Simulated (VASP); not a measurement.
All values below come from PBE GGA, VASP's PBE PAW potentials (set 64) (plane waves; VASP).

VASP ran on this input.

### KPOINTS
```
Automatic mesh
0
gamma
14 14 14
0 0 0
```

**POSCAR**
```
AlN
1
    0.0000000000     2.1900000000     2.1900000000
    2.1900000000     0.0000000000     2.1900000000
    2.1900000000     2.1900000000     0.0000000000
Al N
1 1
Direct
  0.0000000000   0.0000000000   0.0000000000
  0.2500000000   0.2500000000   0.2500000000
```

**INCAR**
```
ALGO  =  Normal
EDIFF  =  1E-6
ENCUT  =  520
GGA  =  PE
ISIF  =  2
ISMEAR  =  0
LASPH  =  .TRUE.
LCHARG  =  .FALSE.
LREAL  =  .FALSE.
LWAVE  =  .FALSE.
NELM  =  100
PREC  =  Accurate
SIGMA  =  0.05
SYSTEM  =  AlN
```

POTCAR, in this order: Al N (PBE.64 set). Program: vasp_std.

Gaps are read on the run's mesh, which can miss a band edge.

### Question
Estimate the energy per atom (σ→0), pressure, band gap (on the k-mesh).

### Answer

```yaml
energy per atom (σ→0): -7.422 eV/atom
band gap (on the k-mesh): 3.31 eV
pressure: 2.88 GPa
```

### OSZICAR
```
...
DAV:   6    -0.148597642097E+02    0.23497E+01   -0.13548E+01  1808   0.237E+01    0.292E+00
DAV:   7    -0.148506627106E+02    0.91015E-02   -0.10434E-01  1752   0.337E+00    0.199E+00
DAV:   8    -0.148447651148E+02    0.58976E-02   -0.18599E-02  1896   0.189E+00    0.408E-01
DAV:   9    -0.148444612321E+02    0.30388E-03   -0.81756E-04  2368   0.227E-01    0.207E-01
DAV:  10    -0.148445694815E+02   -0.10825E-03   -0.26361E-04  1760   0.140E-01    0.335E-02
DAV:  11    -0.148445679959E+02    0.14855E-05   -0.60043E-06  2200   0.195E-02    0.147E-02
DAV:  12    -0.148445681585E+02   -0.16257E-06   -0.10664E-06  1544   0.100E-02
   1 F= -.14844568E+02 E0= -.14844568E+02  d E =-.371876E-14
```

The compound is AlN in the zinc blende structure, a metastable form; wurtzite is the usual one. The cell was not relaxed at this level. The run is one of a series of settings (KPOINTS 14×14×14 Γ-centred mesh against the base run), some of them coarse on purpose.
